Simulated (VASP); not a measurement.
Input:

```
CELL_PARAMETERS angstrom
      0.00000     2.74252     2.74252
      2.74252     0.00000     2.74252
      2.74252     2.74252     0.00000
ATOMIC_POSITIONS crystal
  Zn 0.00000 0.00000 0.00000
  S  0.25000 0.25000 0.25000
```

These are PBE GGA with D3 dispersion (Becke-Johnson damping), VASP's PBE PAW potentials (set 64) (plane waves; VASP) values and carry that method's errors. Run with 520 eV cut-off, 9×9×9 Γ-centred mesh, Gaussian smearing of 0.050 eV, potentials Zn S.

Problem. Give the stress tensor in GPa (positive for a compressed cell).

Solution. 
```
-3.91   0.00   0.00
 0.00  -3.91   0.00
 0.00   0.00  -3.91
```
The pressure is its mean diagonal, -3.91 GPa.

The compound is ZnS in the zinc blende structure. This cell is one point of a volume scan, at 1.06 of the reference volume.
